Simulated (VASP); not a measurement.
All values below come from r2SCAN meta-GGA, VASP's PBE PAW potentials (set 64) (plane waves; VASP).

VASP ran on this input.

### POSCAR
```
Se
1
    4.3231537172     0.0000000490     0.0000000000
   -2.1615762658     3.7439613366     0.0000000000
    0.0000000000     0.0000000000     9.2961545636
Se
4
Direct
  0.3333330000   0.6666670000   0.0328968635
  0.6666670000   0.3333330000   0.5328968635
  0.6666670000   0.3333330000   0.9671031365
  0.3333330000   0.6666670000   0.4671031365
```

**KPOINTS**
```
K-points
0
gamma
 9 9 4
```

### KPOINTS_OPT
```
k-points along high-symmetry lines
6
Line-mode
Reciprocal
  0.000000   0.000000   0.000000 ! GAMMA
  0.500000   0.000000   0.000000 ! M

  0.500000   0.000000   0.000000 ! M
  0.333333   0.333333   0.000000 ! K

  0.333333   0.333333   0.000000 ! K
  0.000000   0.000000   0.000000 ! GAMMA

  0.000000   0.000000   0.000000 ! GAMMA
  0.000000   0.000000   0.500000 ! A

  0.000000   0.000000   0.500000 ! A
  0.500000   0.000000   0.500000 ! L

  0.500000   0.000000   0.500000 ! L
  0.333333   0.333333   0.500000 ! H

  0.333333   0.333333   0.500000 ! H
  0.000000   0.000000   0.500000 ! A

  0.500000   0.000000   0.500000 ! L
  0.500000   0.000000   0.000000 ! M

  0.333333   0.333333   0.500000 ! H
  0.333333   0.333333   0.000000 ! K
```

### INCAR
```
ALGO  =  Normal
EDIFF  =  1E-7
ENCUT  =  400
ISIF  =  2
ISMEAR  =  -5
LASPH  =  .TRUE.
LCHARG  =  .FALSE.
LEFG  =  .TRUE.
LMAXMIX  =  4
LMIXTAU  =  .TRUE.
LORBIT  =  11
LREAL  =  .FALSE.
LWAVE  =  .FALSE.
METAGGA  =  R2SCAN
NEDOS  =  601
NELM  =  100
PREC  =  Accurate
SYSTEM  =  Se
```

POTCAR, in this order: Se (PBE.64 set). Program: vasp_std.

Q: What does the run give for the energy per atom (σ→0), band gap (over mesh and band path)?

A: 
```
Property                                                               Value
----------------------------------  ----------------------------------------
energy per atom (σ→0)                                        -13.889 eV/atom
band gap (over mesh and band path)  none (metal, semimetal or under 0.01 eV)
```

**OSZICAR**
```
...
DAV:  29    -0.555554085769E+02   -0.51031E-06   -0.27599E-08   576   0.162E-03    0.614E-04
DAV:  30    -0.555554090097E+02   -0.43283E-06   -0.70842E-09   576   0.835E-04    0.186E-04
DAV:  31    -0.555554091733E+02   -0.16354E-06   -0.42608E-09   576   0.705E-04    0.167E-04
DAV:  32    -0.555554092960E+02   -0.12269E-06   -0.20174E-09   576   0.488E-04    0.129E-04
DAV:  33    -0.555554092284E+02    0.67586E-07   -0.59863E-10   576   0.233E-04
   1 F= -.55555409E+02 E0= -.55555409E+02  d E =0.000000E+00
       N       E                     dE             ncg
       N       E                     dE             ncg
```

The structure was generated: Se was put into the lonsdaleite type (P6_3/mmc), which need not be its known phase. It was relaxed first, which changed the volume by +72 %.
